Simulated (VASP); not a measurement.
Output of a VASP run:

File OSZICAR:
```
...
DAV:   5    -0.520945367266E+02   -0.66464E-01   -0.31109E-02  1752   0.138E+00    0.170E-01
DAV:   6    -0.520962956129E+02   -0.17589E-02   -0.14908E-03  2248   0.405E-01    0.771E-02
DAV:   7    -0.520974858568E+02   -0.11902E-02   -0.17401E-04  1696   0.112E-01    0.922E-02
DAV:   8    -0.520981950376E+02   -0.70918E-03   -0.28298E-04  2016   0.171E-01    0.305E-02
DAV:   9    -0.520982014065E+02   -0.63689E-05   -0.94224E-06  1840   0.337E-02    0.117E-02
DAV:  10    -0.520982043970E+02   -0.29905E-05   -0.32623E-07   952   0.607E-03    0.109E-02
DAV:  11    -0.520982032866E+02    0.11104E-05   -0.31010E-07   864   0.561E-03    0.225E-03
DAV:  12    -0.520982040818E+02   -0.79517E-06   -0.49811E-08   848   0.255E-03
   2 F= -.52098204E+02 E0= -.52097840E+02  d E =0.712076E+00
       N       E                     dE             d eps       ncg     rms          rms(c)
DAV:   1    -0.534098752982E+02   -0.13117E+01   -0.24852E+01  1840   0.445E+01    0.141E+01
DAV:   2    -0.529158162125E+02    0.49406E+00   -0.13265E+00  1968   0.105E+01    0.636E+00
DAV:   3    -0.527314015809E+02    0.18441E+00   -0.20473E-01  1752   0.469E+00    0.161E+00
DAV:   4    -0.527995481697E+02   -0.68147E-01   -0.20653E-01  1776   0.331E+00    0.934E-01
DAV:   5    -0.528418000867E+02   -0.42252E-01   -0.18490E-02  1680   0.138E+00    0.160E-01
DAV:   6    -0.528411412108E+02    0.65888E-03   -0.10646E-03  2144   0.328E-01    0.724E-02
DAV:   7    -0.528414763690E+02   -0.33516E-03   -0.76630E-04  1760   0.253E-01    0.209E-02
DAV:   8    -0.528419961578E+02   -0.51979E-03   -0.23172E-04  1928   0.168E-01    0.345E-02
DAV:   9    -0.528420470625E+02   -0.50905E-04   -0.27393E-05  2056   0.543E-02    0.425E-03
DAV:  10    -0.528420483515E+02   -0.12891E-05   -0.21843E-06  1832   0.123E-02    0.138E-03
DAV:  11    -0.528420556924E+02   -0.73409E-05   -0.11513E-06   936   0.874E-03    0.358E-03
DAV:  12    -0.528420550495E+02    0.64293E-06   -0.32189E-07   848   0.748E-03
   3 F= -.52842055E+02 E0= -.52841511E+02  d E =-.317752E-01
       N       E                     dE             d eps       ncg     rms          rms(c)
DAV:   1    -0.528423858490E+02   -0.33016E-03   -0.50354E-03  1824   0.648E-01    0.179E-01
DAV:   2    -0.528422735808E+02    0.11227E-03   -0.24189E-04  1992   0.141E-01    0.676E-02
DAV:   3    -0.528422518550E+02    0.21726E-04   -0.62516E-05  2016   0.810E-02    0.936E-03
DAV:   4    -0.528422660048E+02   -0.14150E-04   -0.95348E-06  1752   0.230E-02    0.389E-03
DAV:   5    -0.528422642942E+02    0.17106E-05   -0.50001E-07   888   0.682E-03    0.241E-03
DAV:   6    -0.528422671339E+02   -0.28397E-05   -0.50054E-07   928   0.765E-03    0.125E-03
DAV:   7    -0.528422657150E+02    0.14189E-05   -0.72360E-08   832   0.351E-03    0.334E-04
DAV:   8    -0.528422661198E+02   -0.40480E-06   -0.10108E-08   832   0.120E-03
   4 F= -.52842266E+02 E0= -.52841722E+02  d E =-.319863E-01
       N       E                     dE             d eps       ncg     rms          rms(c)
DAV:   1    -0.528422961609E+02   -0.30446E-04   -0.63321E-04  1816   0.230E-01    0.636E-02
DAV:   2    -0.528422834533E+02    0.12708E-04   -0.30343E-05  2008   0.500E-02    0.241E-02
DAV:   3    -0.528422804551E+02    0.29983E-05   -0.79525E-06  1920   0.288E-02    0.336E-03
DAV:   4    -0.528422830032E+02   -0.25481E-05   -0.11327E-06   840   0.804E-03    0.205E-03
DAV:   5    -0.528422826118E+02    0.39138E-06   -0.81447E-08   832   0.395E-03
   5 F= -.52842283E+02 E0= -.52841739E+02  d E =-.320028E-01
```

OUTCAR:
```
------------------------ aborting loop because EDIFF is reached ----------------------------------------
  FORCE on cell =-STRESS in cart. coord.  units (eV):
  Direction    XX          YY          ZZ          XY          YZ          ZX
  --------------------------------------------------------------------------------------
  Total        0.0007377      0.0007377      0.0007377      0.0000000      0.0000000      0.0000000
  in kB        0.0837515      0.0837515      0.0837515      0.0000000      0.0000000      0.0000000
  external PRESSURE =       0.0837515 kB  Pullay stress =       0.0000000 kB
  volume of cell :       14.11
      direct lattice vectors                 reciprocal lattice vectors
     0.000000000  1.917993100  1.917993100    -0.260689155  0.260689155  0.260689155
     1.917993100  0.000000000  1.917993100     0.260689155 -0.260689155  0.260689155
     1.917993100  1.917993100 -0.000000000     0.260689155  0.260689155 -0.260689155
 POSITION                                       TOTAL-FORCE (eV/Angst)
 -----------------------------------------------------------------------------------
      0.00000      0.00000      0.00000         0.000000      0.000000      0.000000
 -----------------------------------------------------------------------------------
    total drift:                                0.000000      0.000000      0.000000
  FREE ENERGIE OF THE ION-ELECTRON SYSTEM (eV)
  ---------------------------------------------------
  free  energy   TOTEN  =       -52.8422826118 eV

  energy  without entropy=      -52.8406507361  energy(sigma->0) =      -52.84173865

 reached required accuracy - stopping structural energy minimisation
```
(Selected blocks of OUTCAR.)

File POSCAR:
```
Os
1
    0.0000000000     1.9450000000     1.9450000000
    1.9450000000     0.0000000000     1.9450000000
    1.9450000000     1.9450000000     0.0000000000
Os
1
Direct
  0.0000000000   0.0000000000   0.0000000000
```

Q: Write an INCAR and KPOINTS that could have produced this output.

A: This is not unique; one that fits is the input of the run itself, r2SCAN meta-GGA, plane waves, VASP's PBE PAW potentials (set 64).

**KPOINTS**
```
Automatic mesh
0
Gamma
14 14 14
0 0 0
```

### INCAR
```
# general
SYSTEM   =  Os
PREC     =  Accurate
ENCUT    =  400   # plane-wave cut-off (eV)
LREAL    =  .FALSE.   # projection in real space or not
LASPH    =  .TRUE.   # aspherical one-centre terms

# electronic loop
EDIFF    =  1E-6
NELM     =  100   # most electronic steps
ALGO     =  Normal   # blocked Davidson
LMAXMIX  =  6   # l cut-off of mixed one-centre charges
LMIXTAU  =  .TRUE.

# smearing
ISMEAR   =  1
SIGMA    =  0.1   # width (eV)

# functional
METAGGA  =  R2SCAN

# ions
IBRION   =  2   # conjugate gradients
NSW      =  60   # most ionic steps
ISIF     =  3   # ions, shape and volume
EDIFFG   =  -0.01   # ionic stop

# output
LWAVE    =  .FALSE.
LCHARG   =  .FALSE.
```

POTCAR, in this order: Os (PBE.64 set). Program: vasp_std.

Energy and stress use the plane-wave basis of the starting cell.

The structure comes from a measured Os entry (Fm-3m) of the Crystallography Open Database, whose conditions weren't checked. This run relaxes it. Symmetry was kept, so distortions that lower it aren't found.
